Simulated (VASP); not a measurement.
# BeSb (P-6m2) in VASP: a run that goes wrong, beside a sound one

A flawed run on BeSb and a sound one for comparison.

Program: VASP 6.6.1. These are calculated values, not measurements. Logs are shortened: lines on timing, memory, paths and dates and some standing lists are left out, and cuts for length are marked.

### Step 1. The structure

Symmetry: P-6m2, No. 187, hexagonal system. The conventional cell has a = 3.879 Å, b = 3.879 Å, c = 3.038 Å, α = 90.00°, β = 90.00°, γ = 120.00°. Around Be (site symmetry -6m2) lie 6 Sb at 2.71 Å and 2 Be at 3.04 Å. Sb (site symmetry -6m2) is surrounded by 6 Be at 2.71 Å and 2 Sb at 3.04 Å.

The cell was built by a generator and needn't be a form met in nature.

### Step 2. A run with an altered input

INCAR reads:

```
PREC = Accurate
ENCUT = 520
EDIFF = 1E-6
ISMEAR = -1
SIGMA = 0.05
LREAL = F
LASPH = T
NELM = 88
ALGO = Fast
ISIF = 2
LWAVE = F
LCHARG = F
GGA = PE
NBANDS = 10
NELECT = 3.0
```

KPOINTS reads:

```
Automatic mesh
0
Gamma
  6 6 7
```

POSCAR reads:

```
BeSb
1.0
    3.8791000000      0.0000000000      0.0000000000
   -1.9395500000      3.3594000000      0.0000000000
    0.0000000000      0.0000000000      3.0375500000
Be Sb
1 1
Direct
    0.0000000000      0.0000000000      0.0000000000
    0.3333300000      0.6666700000      0.5000000000
```

KPOINTS_OPT reads:

```
path GMKGALHA,LM,KH
20
line-mode
reciprocal
 0.0000000000  0.0000000000  0.0000000000  G
 0.5000000000  0.0000000000  0.0000000000  M

 0.5000000000  0.0000000000  0.0000000000  M
 0.3333333333  0.3333333333  0.0000000000  K

 0.3333333333  0.3333333333  0.0000000000  K
 0.0000000000  0.0000000000  0.0000000000  G

 0.0000000000  0.0000000000  0.0000000000  G
 0.0000000000  0.0000000000  0.5000000000  A

 0.0000000000  0.0000000000  0.5000000000  A
 0.5000000000  0.0000000000  0.5000000000  L

 0.5000000000  0.0000000000  0.5000000000  L
 0.3333333333  0.3333333333  0.5000000000  H

 0.3333333333  0.3333333333  0.5000000000  H
 0.0000000000  0.0000000000  0.5000000000  A

 0.5000000000  0.0000000000  0.5000000000  L
 0.5000000000  0.0000000000  0.0000000000  M

 0.3333333333  0.3333333333  0.0000000000  K
 0.3333333333  0.3333333333  0.5000000000  H
```

Potentials or basis: VASP PAW PBE potentials, release 64 (Be, Sb).

Launch:

```
cat potpaw_PBE.64/Be/POTCAR potpaw_PBE.64/Sb/POTCAR > POTCAR
mpirun -np 1 vasp_std > vasp.out
```

OUTCAR:

```text
PREC = Accurate
   ENCUT = 520
   EDIFF = 1E-6
   ISMEAR = -1
   LREAL = F
   LASPH = T
   NELM = 88
   ISIF = 2
   GGA = PE
[... 527 lines left out ...]
      direct lattice vectors                 reciprocal lattice vectors
     3.879100000  0.000000000  0.000000000     0.257791756  0.148836102  0.000000000
    -1.939550000  3.359400000  0.000000000     0.000000000  0.297672203  0.000000000
     0.000000000  0.000000000  3.037550000     0.000000000  0.000000000  0.329212688

 POSITION                                       TOTAL-FORCE (eV/Angst)
 -----------------------------------------------------------------------------------
      0.00000      0.00000      0.00000        -0.000058      0.000033      0.000000
     -0.00002      2.23961      1.51877         0.000058     -0.000033      0.000000
 -----------------------------------------------------------------------------------
    total drift:                                0.000001     -0.000001     -0.000000

  FREE ENERGIE OF THE ION-ELECTRON SYSTEM (eV)
  ---------------------------------------------------
  free  energy   TOTEN  =       -27.3957583838 eV

  energy  without entropy=      -27.3809369544  energy(sigma->0) =      -27.38834767
```

It took 66 s on 1 thread of AMD EPYC 7R43 (Zen 3), shared host; peak memory 0.14 GiB.

The calculation finished and met its thresholds. The input was made wrong on purpose: wrong number of electrons (NELECT = 3). The program ran through all the same, so the numbers look like a result but aren't the crystal's properties.

### Step 3. Band structure, PBE

POSCAR is that of step 2.

INCAR.step1 reads:

```
SYSTEM = BeSb
  PREC = Accurate
  ENCUT = 520
  EDIFF = 1E-6
  ISMEAR = -1
  SIGMA = 0.05
  LREAL = .False.
  LASPH = .True.
  NELM = 60
  ALGO = Fast
  ISIF = 2
  LWAVE = .False.
  LCHARG = .True.
  GGA = PE
  NBANDS = 10
```

KPOINTS.step1 reads:

```
regular mesh
0
Gamma
  6 6 7
  0 0 0
```

INCAR.step2 reads:

```
SYSTEM = BeSb
  PREC = Accurate
  ENCUT = 520
  EDIFF = 1E-6
  ISMEAR = 0
  SIGMA = 0.05
  LREAL = .False.
  LASPH = .True.
  NELM = 60
  ALGO = Fast
  ISIF = 2
  LWAVE = .False.
  LCHARG = .False.
  GGA = PE
  NBANDS = 10
  ICHARG = 11
```

KPOINTS.step2 reads:

```
path GMKGALHA,LM,KH
15
line-mode
reciprocal
 0.0000000000  0.0000000000  0.0000000000  G
 0.5000000000  0.0000000000  0.0000000000  M

 0.5000000000  0.0000000000  0.0000000000  M
 0.3333333333  0.3333333333  0.0000000000  K

 0.3333333333  0.3333333333  0.0000000000  K
 0.0000000000  0.0000000000  0.0000000000  G

 0.0000000000  0.0000000000  0.0000000000  G
 0.0000000000  0.0000000000  0.5000000000  A

 0.0000000000  0.0000000000  0.5000000000  A
 0.5000000000  0.0000000000  0.5000000000  L

 0.5000000000  0.0000000000  0.5000000000  L
 0.3333333333  0.3333333333  0.5000000000  H

 0.3333333333  0.3333333333  0.5000000000  H
 0.0000000000  0.0000000000  0.5000000000  A

 0.5000000000  0.0000000000  0.5000000000  L
 0.5000000000  0.0000000000  0.0000000000  M

 0.3333333333  0.3333333333  0.0000000000  K
 0.3333333333  0.3333333333  0.5000000000  H
```

Potentials or basis: VASP PAW PBE potentials, release 64 (Be, Sb).

Launch:

```
cat potpaw_PBE.64/Be/POTCAR potpaw_PBE.64/Sb/POTCAR > POTCAR
cp INCAR.step1 INCAR
cp KPOINTS.step1 KPOINTS
mpirun -np 1 vasp_std > vasp.out
cp INCAR.step2 INCAR
cp KPOINTS.step2 KPOINTS
mpirun -np 1 vasp_std > vasp.out
```

It took 55 s on 1 thread of AMD EPYC 7R43 (Zen 3), shared host; peak memory 0.15 GiB.

It converged, with:

```
Band gap along the path : none (metal or under the smearing width)
```

Levels at the corners of the path, in eV from the Fermi level:
| point | band 1 | band 2 | band 3 | band 4 | band 5 | band 6 |
| --- | --- | --- | --- | --- | --- | --- |
| Γ | -12.33 | -0.78 | -0.78 | 2.13 | 2.44 | 3.38 |
| M | -10.76 | -6.56 | -2.61 | 1.23 | 4.55 | 6.79 |
| M | -10.76 | -6.56 | -2.61 | 1.23 | 4.55 | 6.79 |
| K | -10.49 | -6.05 | -5.00 | 5.42 | 5.77 | 5.93 |
| K | -10.49 | -6.05 | -5.00 | 5.42 | 5.77 | 5.93 |
| Γ | -12.33 | -0.78 | -0.78 | 2.13 | 2.44 | 3.38 |
| Γ | -12.33 | -0.78 | -0.78 | 2.13 | 2.44 | 3.38 |
| A | -9.28 | -6.69 | 2.61 | 2.61 | 3.50 | 3.50 |
| A | -9.28 | -6.69 | 2.61 | 2.61 | 3.50 | 3.50 |
| L | -7.43 | -5.25 | -3.86 | -1.13 | 1.07 | 2.31 |
| L | -7.43 | -5.25 | -3.86 | -1.13 | 1.07 | 2.31 |
| H | -7.08 | -4.98 | -3.65 | -1.41 | -0.71 | 0.09 |
| H | -7.08 | -4.98 | -3.65 | -1.41 | -0.71 | 0.09 |
| A | -9.28 | -6.69 | 2.61 | 2.61 | 3.50 | 3.50 |
| L | -7.43 | -5.25 | -3.86 | -1.13 | 1.07 | 2.31 |
| M | -10.76 | -6.56 | -2.61 | 1.23 | 4.55 | 6.79 |
| K | -10.49 | -6.05 | -5.00 | 5.42 | 5.77 | 5.93 |
| H | -7.08 | -4.98 | -3.65 | -1.41 | -0.71 | 0.09 |

Caveat: the log is that of the step along the path at fixed density, whose energy, stress, charges and moments have no meaning; spin-orbit coupling is left out, which moves the levels of the heavy elements.
